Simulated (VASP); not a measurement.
# W16O in VASP: notebook

Aim: see how the results for W16O move with the level of theory and the settings. Levels: PBE+D3(BJ), optB86b-vdW, rev-vdW-DF2. Tasks: single point.

Everything below comes from runs of VASP 6.6.1. Logs are shortened: lines on timing, memory, paths and dates and some standing lists are left out, and cuts for length are marked.

### 1 Starting point

The cell holds a slab with vacuum, 17 atoms: a = 6.320 Å, b = 5.473 Å, c = 23.203 Å, α = 90.00°, β = 90.00°, γ = 54.74°.

The cell was built by a generator and needn't be a form met in nature.

### 2 Single point, PBE+D3(BJ)

Contents of INCAR:

```
SYSTEM = W16O
PREC     = Accurate       ! precision mode
ENCUT    = 400            ! plane-wave cutoff, eV
EDIFF    = 1E-6           ! SCF threshold, eV
ISMEAR   = 1              ! smearing method
SIGMA    = 0.1            ! smearing width, eV
LREAL    = Auto         
LASPH    = .TRUE.         ! aspherical terms in the spheres
NELM     = 100            ! most SCF steps
ALGO     = Fast           ! electronic algorithm
ISIF     = 2              ! what is computed and relaxed
LWAVE    = .FALSE.        ! write WAVECAR
LCHARG   = .FALSE.        ! write CHGCAR
GGA      = PE             ! functional
IVDW     = 12             ! dispersion correction
ISYM     = 0
```

Contents of KPOINTS:

```
Automatic mesh
0
G
  5 6 1
  0 0 0
```

Contents of POSCAR:

```
W16O
1.0
    6.3200000000      0.0000000000      0.0000000000
    3.1600000000      4.4689148571      0.0000000000
    0.0000000000      0.0000000000     23.2033722856
W O
16 1
Direct
    0.7500000000      0.5000000000      0.1077000000
    0.2500000000      0.5000000000      0.1077000000
    0.7500000000      0.0000000000      0.1077000000
    0.2500000000      0.0000000000      0.1077000000
    0.0000000000      0.0000000000      0.2040000000
    0.5000000000      0.0000000000      0.2040000000
    0.0000000000      0.5000000000      0.2040000000
    0.5000000000      0.5000000000      0.2040000000
    0.7550000000      0.4896000000      0.3012000000
    0.2449000000      0.5104000000      0.3012000000
    0.7489000000      0.0001000000      0.2999000000
    0.2510000000      0.9999000000      0.2999000000
    0.9999000000      0.0000000000      0.4118000000
    0.4999000000      0.0000000000      0.3906000000
    0.9999000000      0.5000000000      0.3928000000
    0.4999000000      0.5000000000      0.3931000000
    0.9998000000      0.9997000000      0.4865000000
```

Potentials or basis: VASP PAW PBE potentials, release 64 (W_sv, O).

Started as:

```console
$ cat potpaw_PBE.64/W_sv/POTCAR potpaw_PBE.64/O/POTCAR > POTCAR
$ mpirun -np 4 vasp_std > vasp.out
```

OUTCAR:

```text
SYSTEM = W16O
   PREC = Accurate
   ENCUT = 400
   EDIFF = 1E-6
   ISMEAR = 1
   LREAL = Auto
   LASPH = .TRUE.
   NELM = 100
   ISIF = 2
   GGA = PE
   IVDW = 12
   ISYM = 0
 IVDW          = 12

 ion  position               nearest neighbor table
   1  0.750  0.500  0.108-   3 2.74   3 2.74   4 2.74   4 2.74   8 2.74   7 2.74   2 3.16   2 3.16
                             6 3.16   5 3.16
   2  0.250  0.500  0.108-   4 2.74   3 2.74   4 2.74   3 2.74   8 2.74   7 2.74   1 3.16   1 3.16
                             5 3.16   6 3.16
   3  0.750  0.000  0.108-   1 2.74   1 2.74   2 2.74   2 2.74   6 2.74   5 2.74   4 3.16   4 3.16
                             8 3.16   7 3.16
   4  0.250  0.000  0.108-   2 2.74   1 2.74   2 2.74   1 2.74   6 2.74   5 2.74   3 3.16   3 3.16
                             7 3.16   8 3.16
   5  0.000  0.000  0.204-  12 2.73  11 2.73   7 2.74   7 2.74   8 2.74   8 2.74   3 2.74   4 2.74
                            10 3.14   9 3.14   6 3.16   6 3.16   1 3.16   2 3.16
   6  0.500  0.000  0.204-  11 2.73  12 2.73   8 2.74   7 2.74   8 2.74   7 2.74   3 2.74   4 2.74
                             5 3.16   5 3.16   2 3.16   1 3.16  10 3.21   9 3.21
   7  0.000  0.500  0.204-   5 2.74   5 2.74   6 2.74   6 2.74   1 2.74   2 2.74  10 2.75   9 2.75
                            12 3.15  11 3.15   8 3.16   8 3.16   4 3.16   3 3.16
   8  0.500  0.500  0.204-   6 2.74   5 2.74   6 2.74   5 2.74   1 2.74   2 2.74   9 2.75  10 2.75
                            12 3.15  11 3.15   7 3.16   7 3.16   4 3.16   3 3.16
   9  0.755  0.490  0.301-  15 2.65  16 2.65  11 2.70  12 2.70   8 2.75   7 2.75  12 2.77  11 2.77
                            14 3.08   5 3.14  10 3.16  10 3.16   6 3.21  13 3.37
  10  0.245  0.510  0.301-  15 2.65  16 2.65  12 2.70  11 2.70   8 2.75   7 2.75  11 2.77  12 2.77
                            14 3.08   5 3.14   9 3.16   9 3.16   6 3.21  13 3.37
  11  0.749  0.000  0.300-  14 2.63   9 2.70  10 2.70   6 2.73   5 2.73  10 2.77   9 2.77  13 3.04
                            15 3.11  16 3.11  12 3.15   8 3.15   7 3.15  12 3.17
  12  0.251  1.000  0.300-  14 2.63  10 2.70   9 2.70   6 2.73   5 2.73   9 2.77  10 2.77  13 3.04
                            15 3.11  16 3.11  11 3.15   8 3.15   7 3.15  11 3.17
  13  1.000  0.000  0.412-  17 1.73  16 2.77  16 2.77  15 2.77  15 2.77  11 3.04  12 3.04  14 3.20
                            14 3.20   9 3.37  10 3.37
  14  0.500  0.000  0.391-  12 2.63  11 2.63  15 2.74  15 2.74  16 2.74  16 2.74   9 3.08  10 3.08
                            13 3.20  13 3.20
  15  1.000  0.500  0.393-   9 2.65  10 2.65  14 2.74  14 2.74  13 2.77  13 2.77  11 3.11  12 3.11
                            16 3.16  16 3.16
  16  0.500  0.500  0.393-  10 2.65   9 2.65  14 2.74  14 2.74  13 2.77  13 2.77  11 3.11  12 3.11
                            15 3.16  15 3.16
  17  1.000  1.000  0.486-  13 1.73

IMPORTANT INFORMATION: All symmetrisations will be switched off!
NOSYMM: (Re-)initialisation of all symmetry stuff for point group C_1.

----------------------------------------------------------------------------------------

                                     Primitive cell

  volume of cell :     655.3454

[... 153 lines left out ...]
  Fermi-wavevector in a.u.,A,eV,Ry     =   1.154766  2.182191 18.143161  1.333485
  Thomas-Fermi vector in A             =   2.291400
   LORBIT       =      0    0 simple, 1 ext, 2 COOP (PROOUT), +10 PAW based schemes
   GGA     = PE    functional components
   LHFCALC =     F    Hartree Fock is set to
   AEXX    =    0.0000 exact exchange contribution
   IVDW    =    12    specifies the selected vdW correction
   LEPSILON=     F    determine dielectric tensor
   LRPA    =     F    only Hartree local field effects (RPA)
 non-spin polarized calculation
 RMM-DIIS sequential band-by-band and
 Methfessel and Paxton  Order N= 1 SIGMA  =   0.10
  energy-cutoff  :      400.00
  volume of cell :      655.35
 maximum number of plane-waves:     11945
 NGX is ok and might be reduce to    42
   NGX = 21   NGY = 17   NGZ = 75

 number of electron     229.9999997 magnetization

 Free energy of the ion-electron system (eV)
  ---------------------------------------------------
  ext. energy  EPLUGINS =         0.00000000
  ---------------------------------------------------
  free energy    TOTEN  =      -203.67182152 eV

  energy without entropy =     -203.66577486  energy(sigma->0) =     -203.66980597

 E-fermi :   1.2884     XC(G=0):  -6.3160

 val. band max:        1.2769435249   @ k =   0.2000   0.1667   0.0000
 cond. band min:       1.3084396923   @ k =   0.2000  -0.0000   0.0000
 fundamental gap:      0.0314961674
 Fermi energy:         1.2883613444

 k-point     1 :       0.0000    0.0000    0.0000
  band No.  band energies     occupation
      1     -72.8420      2.00000
      2     -72.8095      2.00000
      3     -72.7571      2.00000
      4     -72.7471      2.00000
      5     -72.7336      2.00000
      6     -72.7186      2.00000
[... 2069 lines left out ...]
    126       2.7127     -0.00000
    127       2.8019     -0.00000
 [bands above 127 left out]

------------------------ aborting loop because EDIFF is reached ----------------------------------------

 Edisp (eV)   -8.09077

 E8    (eV) :    -4.2699

  FORCE on cell =-STRESS in cart. coord.  units (eV):
  Direction    XX          YY          ZZ          XY          YZ          ZX
  --------------------------------------------------------------------------------------
  -------------------------------------------------------------------------------------
  Total     -19.13656   -12.22089    -3.66555    -0.20745     0.00022     0.01916
  in kB     -46.78474   -29.87743    -8.96148    -0.50717     0.00054     0.04685
  external pressure =      -28.54 kB  Pullay stress =        0.00 kB

 VOLUME and BASIS-vectors are now :
 -----------------------------------------------------------------------------
  energy-cutoff  :      400.00
  volume of cell :      655.35
      direct lattice vectors                 reciprocal lattice vectors
     6.320000000  0.000000000  0.000000000     0.158227848 -0.111883984  0.000000000
     3.160000000  4.468914857  0.000000000     0.000000000  0.223767969  0.000000000
     0.000000000  0.000000000 23.203372286     0.000000000  0.000000000  0.043097184

 POSITION                                       TOTAL-FORCE (eV/Angst)
 -----------------------------------------------------------------------------------
      6.32000      2.23446      2.49900        -0.009266      0.132550      0.465120
      3.16000      2.23446      2.49900         0.009438     -0.132493      0.465032
      4.74000      0.00000      2.49900         0.051709      0.019916      0.442025
      1.58000      0.00000      2.49900        -0.051815     -0.019911      0.441991
      0.00000      0.00000      4.73349        -0.001429     -0.000084     -0.634594
      3.16000      0.00000      4.73349        -0.001242      0.000026     -0.172598
[... 9 lines left out ...]
      4.73937      2.23446      9.12125         0.001413      0.000038      0.022930
      9.47779      4.46757     11.28844         0.000377      0.000576      0.435491
 -----------------------------------------------------------------------------------
    total drift:                                0.001203     -0.000395     -0.001823

  FREE ENERGIE OF THE ION-ELECTRON SYSTEM (eV)
  ---------------------------------------------------
  free  energy   TOTEN  =      -211.7625887702 eV

  energy  without entropy=     -211.7565421171  energy(sigma->0) =     -211.76057322
```

Run time: 9 min. Hardware: 4 MPI ranks of AMD EPYC 9R45 (Zen 5), shared host; peak memory 0.34 GiB.

What came out:

| Quantity | Value |
| --- | --- |
| Free energy | -211.7626 eV |
| Largest force | 0.635 eV/Å |
| Band gap on the k mesh | none (metal or under the smearing width) |
| Dispersion energy per atom | -0.476 eV |

Forces on the atoms (eV/Å):
```
W   -0.009  0.133  0.465
W    0.009 -0.132  0.465
W    0.052  0.020  0.442
W   -0.052 -0.020  0.442
W   -0.001  0.000 -0.635
W   -0.001  0.000 -0.173
W   -0.001  0.000 -0.543
W   -0.001  0.000 -0.587
W   -0.008  0.003  0.006
W    0.008 -0.003  0.006
W    0.008  0.003 -0.025
W   -0.007 -0.003 -0.025
W    0.001 -0.002 -0.416
W    0.001  0.000  0.066
W    0.001  0.000  0.051
W    0.001  0.000  0.023
O    0.000  0.001  0.435
```

Levels at points of the mesh, in eV from the Fermi level:
```tsv
k point	band 113	band 114	band 115	band 116	band 117	band 118	band 119	band 120
(0.00, 0.00, 0.00)	0.67	0.69	0.76	0.94	0.96	1.02	1.21	1.65
(0.00, 0.50, 0.00)	-0.69	-0.67	-0.53	-0.47	-0.22	-0.16	-0.06	0.09
```

Caveat: the cutoff is under 1.25 times the usual one of these potentials, so pressure, stress and relaxed cells hold a basis-set (Pulay) error. The run has no spin-orbit coupling, so splittings on W are missing.

### 3 Single point, optB86b-vdW

INCAR, as its differences from that of step 2:

```diff
@@ -13,4 +13,7 @@
 LCHARG   = .FALSE.        ! write CHGCAR
-GGA      = PE             ! functional
-IVDW     = 12             ! dispersion correction
+GGA      = MK             ! functional
+LUSE_VDW = .TRUE.       
+AGGAC    = 0.0          
+PARAM1   = 0.1234       
+PARAM2   = 1.0          
 ISYM     = 0
```

KPOINTS is that of step 2.

POSCAR is that of step 2.

Potentials or basis: VASP PAW PBE potentials, release 64 (W_sv, O).

Started as:

```console
$ cat potpaw_PBE.64/W_sv/POTCAR potpaw_PBE.64/O/POTCAR > POTCAR
$ mpirun -np 4 vasp_std > vasp.out
```

Run time: 11 min. Hardware: 4 MPI ranks of AMD EPYC 9R45 (Zen 5), shared host; peak memory 0.65 GiB.

It converged, with:

```
Free energy            : -155.2181 eV
Largest force          : 0.697 eV/Å
Band gap on the k mesh : none (metal or under the smearing width)
```

Forces in eV/Å, atoms in the order of the input:
```
W   -0.010  0.140  0.473
W    0.010 -0.140  0.473
W    0.057  0.018  0.459
W   -0.058 -0.018  0.459
W   -0.001  0.000 -0.697
W   -0.001  0.000 -0.239
W   -0.001  0.000 -0.585
W   -0.001  0.000 -0.630
W   -0.009 -0.013  0.066
W    0.010  0.013  0.067
W    0.003  0.003  0.012
W   -0.002 -0.002  0.012
W    0.001 -0.002 -0.443
W    0.001  0.000  0.072
W    0.001  0.000  0.040
W    0.001  0.000  0.024
O    0.000  0.001  0.437
```

Levels at points of the mesh, in eV from the Fermi level:
| k point | band 112 | band 113 | band 114 | band 115 | band 116 | band 117 | band 118 | band 119 | band 120 | band 121 |
| --- | --- | --- | --- | --- | --- | --- | --- | --- | --- | --- |
| (0.00, 0.00, 0.00) | 0.55 | 0.69 | 0.70 | 0.79 | 0.93 | 0.97 | 1.00 | 1.21 | 1.64 | 1.77 |
| (0.00, 0.50, 0.00) | -0.80 | -0.70 | -0.67 | -0.54 | -0.48 | -0.24 | -0.18 | -0.07 | 0.08 | 0.16 |

Caveat: the cutoff is under 1.25 times the usual one of these potentials, so pressure, stress and relaxed cells hold a basis-set (Pulay) error; the PAW data sets were made with another functional, which shifts forces and pressure a little.

### 4 Single point, rev-vdW-DF2

INCAR, as its differences from that of step 3:

```diff
@@ -17,3 +17,4 @@
 PARAM1   = 0.1234       
-PARAM2   = 1.0          
+PARAM2   = 0.711357     
+ZAB_VDW  = -1.8867      
 ISYM     = 0
```

KPOINTS is that of step 3.

POSCAR is that of step 3.

Started as:

```console
$ cat potpaw_PBE.64/W_sv/POTCAR potpaw_PBE.64/O/POTCAR > POTCAR
$ mpirun -np 4 vasp_std > vasp.out
```

It took 9.6 min on 4 MPI ranks of AMD EPYC 9R45 (Zen 5), shared host; peak memory 0.65 GiB.

It converged, with:

* Free energy: -159.2393 eV
* Largest force: 0.695 eV/Å
* Band gap on the k mesh: none (metal or under the smearing width)

Forces in eV/Å, atoms in the order of the input:
```
W   -0.011  0.141  0.458
W    0.011 -0.141  0.458
W    0.059  0.017  0.447
W   -0.059 -0.017  0.447
W   -0.001  0.000 -0.695
W   -0.001  0.000 -0.241
W   -0.001  0.000 -0.576
W   -0.001  0.000 -0.621
W   -0.010 -0.013  0.063
W    0.010  0.013  0.063
W    0.002  0.003  0.007
W   -0.001 -0.003  0.007
W    0.001 -0.002 -0.429
W    0.001  0.000  0.083
W    0.001  0.000  0.045
W    0.001  0.000  0.032
O    0.000  0.000  0.452
```

Levels at points of the mesh, in eV from the Fermi level:
```tsv
k point	band 112	band 113	band 114	band 115	band 116	band 117	band 118	band 119	band 120	band 121
(0.00, 0.00, 0.00)	0.55	0.70	0.71	0.80	0.93	0.98	1.00	1.21	1.64	1.76
(0.00, 0.50, 0.00)	-0.80	-0.70	-0.67	-0.55	-0.48	-0.24	-0.18	-0.07	0.08	0.16
```

Caveat: the cutoff is under 1.25 times the usual one of these potentials, so pressure, stress and relaxed cells hold a basis-set (Pulay) error; the PAW data sets were made with another functional, which shifts forces and pressure a little.

### 5 The runs side by side

| level | gap on the mesh (eV) | largest force (eV/Å) |
| --- | --- | --- |
| PBE+D3(BJ) | none | 0.63 |
| optB86b-vdW | none | 0.70 |
| rev-vdW-DF2 | none | 0.69 |

Alike in all rows: task single point; potentials or basis VASP PAW PBE potentials, release 64 (W_sv, O); no spin polarisation; cell as given; k mesh 5 × 6 × 1; cutoff (eV) 400; smearing methfessel-paxton 0.1 eV.

Every run on the cell as given and a fine mesh finds a metal.

Caveats: the cutoff is under 1.25 times the usual one of these potentials, so pressure, stress and relaxed cells hold a basis-set (Pulay) error; the PAW data sets were made with another functional, which shifts forces and pressure a little (some runs).

Total energies depend on the potentials used, so only differences within one code and one set of settings carry meaning.
